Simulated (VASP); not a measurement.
# Quasiparticle energies of BAs in VASP

Aim: the quasiparticle gap of BAs, and what it costs to get it. The cell is of the zinc-blende type, one of the forms listed for this formula. The start is a cell from a database of measured crystal structures.

Method: PBE; plane waves and PAW (As_GW, B_GW), in the first sound run; inputs show where later runs differ, in VASP 6.6.1.

**1. Set-up**

The structure is cubic, space group F-43m (No. 216). The conventional cell has a = 4.777 Å, b = 4.777 Å, c = 4.777 Å, α = 90.00°, β = 90.00°, γ = 90.00°. As has 4 B at 2.07 Å nearest. B has 4 As at 2.07 Å nearest. Farther neighbours are not listed.

Coordinates:

```cif
data_structure
_symmetry_space_group_name_H-M 'P 1'
_symmetry_Int_Tables_number 1
_cell_length_a 3.3778
_cell_length_b 3.3778
_cell_length_c 3.3778
_cell_angle_alpha 60.000
_cell_angle_beta 60.000
_cell_angle_gamma 60.000
_cell_volume 27.25
loop_
_atom_site_label
_atom_site_type_symbol
_atom_site_fract_x
_atom_site_fract_y
_atom_site_fract_z
_atom_site_occupancy
As1 As 0.75000 0.75000 0.75000 1
B2 B 0.00000 0.00000 0.00000 1
```

**2. Empty bands, functional PBE**

The next step needs empty bands that the ground-state run didn't converge, so the Hamiltonian is diagonalised exactly for NBANDS bands, in a single step. LOPTICS writes the k-derivatives of the orbitals (WAVEDER), which give the long-wavelength limit of the screening.

INCAR

```
SYSTEM = BAs
PREC = Accurate
ENCUT = 340
ISMEAR = 0
SIGMA = 0.01
LREAL = .FALSE.
GGA = PE
NBANDS = 176
ALGO = Exact
NELM = 1
LWAVE = .TRUE.
LCHARG = .FALSE.
LOPTICS = .TRUE.
NEDOS = 1000
CSHIFT = 0.1
```

POSCAR

```
BAs
1.0
    0.0000000000      2.3885000000      2.3885000000
    2.3885000000      0.0000000000      2.3885000000
    2.3885000000      2.3885000000      0.0000000000
As B
1 1
Direct
    0.7500000000      0.7500000000      0.7500000000
    0.0000000000      0.0000000000      0.0000000000
```

KPOINTS

```
Automatic mesh
0
Gamma
6 6 6
0 0 0
```

The projector-augmented-wave data sets are As_GW and B_GW (PBE family, release 64).

Command:

```bash
> mpirun -np 8 vasp_std
```

The program printed:

```text
[banner, memory and clock lines left out]
running    8 mpi-ranks, on    1 nodes
 distrk:  each k-point on    8 cores,    1 groups
 distr:  one band on    1 cores,    8 groups

 POSCAR found type information on POSCAR AsB
 POSCAR found :  2 types and       2 ions
|                                                                             |
|           W    W    AA    RRRRR   N    N  II  N    N   GGGG   !!!           |
|           W    W   A  A   R    R  NN   N  II  NN   N  G    G  !!!           |
|           W    W  A    A  R    R  N N  N  II  N N  N  G       !!!           |
|           W WW W  AAAAAA  RRRRR   N  N N  II  N  N N  G  GGG   !            |
|           WW  WW  A    A  R   R   N   NN  II  N   NN  G    G                |
|           W    W  A    A  R    R  N    N  II  N    N   GGGG   !!!           |
|                                                                             |
|     For optimal performance we recommend to set                             |
|       NCORE = 2 up to number-of-cores-per-socket                            |
|     NCORE specifies how many cores store one orbital (NPAR=cpu/NCORE).      |
|     This setting can greatly improve the performance of VASP for DFT.       |
|     The default, NCORE=1 might be grossly inefficient on modern             |
|     multi-core architectures or massively parallel machines. Do your        |
|     Unfortunately you need to use the default for GW and RPA                |
|     calculations (for HF NCORE is supported but not extensively tested      |
|     yet).                                                                   |
|                                                                             |

 LDA part: xc-table for (Slater+PW92), standard interpolation
 found WAVECAR, reading the header
  number of bands has changed, file:    10 present:   176
  trying to continue reading WAVECAR, but it might fail
 POSCAR, INCAR and KPOINTS ok, starting setup
 FFT: planning ... GRIDC
 FFT: planning ... GRID_SOFT
 FFT: planning ... GRID
 reading WAVECAR
 random initialization beyond band           10
 the WAVECAR file was read successfully
 initial charge from wavefunction
 entering main loop
       N       E                     dE             d eps       ncg     rms          rms(c)
DIA:   1    -0.113813020635E+02   -0.11381E+02    0.00000E+00     0   0.000E+00
   1 F= -.11381302E+02 E0= -.11381302E+02  d E =-.881887-112
 writing wavefunctions
 optical routines
 imaginary and real dielectric function
 recalculating local potential from charge density
 direction            1
 direction            2
 direction            3
```

Wall time 1.8 s (8 MPI ranks of AMD EPYC 9R45, shared host); peak memory 0.74 GiB.

The logs omit lines about the potential files and the build; timing stands in the text.

OUTCAR, selected parts (step 2):

```text
ion  position               nearest neighbor table
   1  0.750  0.750  0.750-   2 2.07   2 2.07   2 2.07   2 2.07
   2  0.000  0.000  0.000-   1 2.07   1 2.07   1 2.07   1 2.07

  LATTYP: Found a face centered cubic cell.
 ALAT       =     4.7770000000

 Subroutine GETGRP returns: Found 24 space group operations
 (whereof 24 operations were pure point group operations)

The static configuration has the point symmetry T_d .

 Found     16 irreducible k-points:

   k-points           NKPTS =     16   k-points in BZ     NKDIM =     16   number of bands    NBANDS=    176

   dimension x,y,z NGX =    20 NGY =   20 NGZ =   20
   dimension x,y,z NGXF=    40 NGYF=   40 NGZF=   40

   ENCUT  =  340.0 eV  24.99 Ry    5.00 a.u.   5.08  5.08  5.08*2*pi/ulx,y,z

   NELECT =       8.0000    total number of electrons

 k-points in reciprocal lattice and weights: Automatic mesh
   0.00000000  0.00000000  0.00000000       0.005
   0.16666667  0.00000000  0.00000000       0.037
   0.33333333  0.00000000  0.00000000       0.037
   0.50000000  0.00000000  0.00000000       0.019
   0.16666667  0.16666667  0.00000000       0.028
   0.33333333  0.16666667  0.00000000       0.111
   0.50000000  0.16666667  0.00000000       0.111
  -0.33333333  0.16666667  0.00000000       0.111
  -0.16666667  0.16666667  0.00000000       0.056
[...]
-0.33333333  0.33333333  0.16666667       0.111
  -0.33333333  0.50000000  0.16666667       0.056

 average (electrostatic) potential at core
       1 -48.7402       2 -26.7438

 E-fermi :   6.3319

 k-point     1 :       0.0000    0.0000    0.0000
  band No.  band energies     occupation
      1      -9.2365      2.00000
      2       6.1743      2.00000
      3       6.1743      2.00000
      4       6.1743      2.00000
      5       9.4405      0.00000
      6       9.4405      0.00000
      7       9.4405      0.00000
      8      10.8291      0.00000
      9      15.7380      0.00000
    ...

 k-point     2 :       0.1667    0.0000    0.0000
  band No.  band energies     occupation
      1      -8.7832      2.00000
      2       3.2123      2.00000
      3       5.4914      2.00000
      4       5.4914      2.00000
      5       9.4592      0.00000
      6      10.3277      0.00000
      7      10.3277      0.00000
      8      12.8060      0.00000
      9      17.1582      0.00000
    ...

 k-point     3 :       0.3333    0.0000    0.0000
  band No.  band energies     occupation
      1      -7.5163      2.00000
      2      -0.5728      2.00000
      3       4.6567      2.00000
      4       4.6567      2.00000
      5       9.0191      0.00000
      6      10.9931      0.00000
      7      10.9931      0.00000
      8      14.8480      0.00000
      9      17.6522      0.00000
    ...

  Total        0.4972372      0.4972372      0.4972372      0.0000000     -0.0000000      0.0000000
  in kB       29.2326705     29.2326705     29.2326705      0.0000000     -0.0000000      0.0000000
  external PRESSURE =      29.2326705 kB  Pullay stress =       0.0000000 kB

  energy-cutoff  :      340.00
  volume of cell :       27.25
      direct lattice vectors                 reciprocal lattice vectors
     0.000000000  2.388500000  2.388500000    -0.209336404  0.209336404  0.209336404
     2.388500000  0.000000000  2.388500000     0.209336404 -0.209336404  0.209336404
     2.388500000  2.388500000  0.000000000     0.209336404  0.209336404 -0.209336404

 POSITION                                       TOTAL-FORCE (eV/Angst)
 -----------------------------------------------------------------------------------
      3.58275      3.58275      3.58275         0.000000      0.000000      0.000000
      0.00000      0.00000      0.00000        -0.000000     -0.000000     -0.000000
 -----------------------------------------------------------------------------------
    total drift:                               -0.000001     -0.000001     -0.000000

  FREE ENERGIE OF THE ION-ELECTRON SYSTEM (eV)
  ---------------------------------------------------
  free  energy   TOTEN  =       -11.3813020635 eV

  energy  without entropy=      -11.3813020635  energy(sigma->0) =      -11.38130206

 plasma frequency squared (from intraband transitions) (eV^2)
  --------------------------------------------------------------------------------------
       0.000      -0.000       0.000
      -0.000       0.000      -0.000
       0.000      -0.000       0.000

[... 3 further parts left out ...]
```

The gap is read on the k-mesh alone, so it is an upper bound where the band edges lie off the mesh.

A gap read on the k-mesh alone can miss the band edges.

Numbers from this step:

```
gap on the k-mesh              : 1.265 eV
least direct gap on the k-mesh : 3.266 eV
```

WAVECAR now holds 176 bands for 8 electrons. Its independent-particle dielectric tensor has xx, yy, zz = 11.6, 11.6, 11.6 on this mesh, which isn't tested for convergence in mesh or bands and lacks local fields.

[end of part 1 of 8]

[Lines on the potential files, build, host, timing and source positions are cut from VASP's logs without a mark.]

[Logs are printed without paths, hosts, clocks, repeated set-up lines and the standing remarks that a program may print on its own settings, such as how far it seeks lower states.]

[Hosts, paths, dates, database ids (printed as entryN), source tags and the programs' standing remarks are cut or masked in the printed files.]

[Pressures printed for these runs are not shown converged in the cutoff: they can be off by several GPa and have the wrong sign.]
